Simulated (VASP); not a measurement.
Method: PBEsol GGA, VASP's PBE PAW potentials (set 64) (plane waves; VASP).

Input for VASP

INCAR:
```
EDIFFG=-0.02
ISIF=3
LWAVE=F
ALGO=Normal
GGA=PS
SIGMA=0.1   ! width (eV)
LREAL=F
LCHARG=F
PREC=Accurate
EDIFF=1E-6
NSW=40
IBRION=2   ! conjugate gradients
SYSTEM=Bi
LASPH=T   ! aspherical one-centre terms
NELM=100   ! most electronic steps
ENCUT=500   ! plane-wave cut-off (eV)
ISMEAR=1
LMAXMIX=4   ! l cut-off of mixed one-centre charges
```

KPOINTS:
```
K-points
0
Gamma
10 10 10
```

POSCAR:
```
Bi
1
    4.0941310873    -2.2616653111    -0.0157056326
    4.0941310873     2.2616653111    -0.0157056326
    2.8590103159     0.0000000000     3.7018030782
Bi
2
Direct
  0.2366323666   0.2366323666   0.2366323666
  0.7633676334   0.7633676334   0.7633676334
```

POTCAR, in this order: Bi_d (PBE.64 set). Program: vasp_std.

Unless said otherwise, spin-orbit coupling is left out, though it shifts the bands of the heavy elements here.

Q: Estimate the energy per atom (σ→0), band gap (on the k-mesh).

A: 
| Property | Result |
|---|---|
| energy per atom (σ→0) | -4.304 eV/atom |
| band gap (on the k-mesh) | none (metal, semimetal or under 0.01 eV) |

**OSZICAR**
```
...
DAV:   4    -0.858378724517E+01   -0.77746E+00   -0.77590E+00  4907   0.310E+01
DAV:   5    -0.862447629037E+01   -0.40689E-01   -0.40688E-01  5967   0.637E+00    0.105E+00
DAV:   6    -0.861333395821E+01    0.11142E-01   -0.22522E-02  5239   0.182E+00    0.611E-01
DAV:   7    -0.860893308704E+01    0.44009E-02   -0.15162E-02  5450   0.159E+00    0.120E-01
DAV:   8    -0.860888306841E+01    0.50019E-04   -0.17809E-03  4846   0.582E-01    0.164E-02
DAV:   9    -0.860888266848E+01    0.39994E-06   -0.10345E-04  5558   0.125E-01    0.101E-02
DAV:  10    -0.860888222424E+01    0.44424E-06   -0.90401E-06  5256   0.330E-02
   1 F= -.86088822E+01 E0= -.86089600E+01  d E =-.860888E+01
```

The compound is Bi in the a7 structure. It was relaxed first.
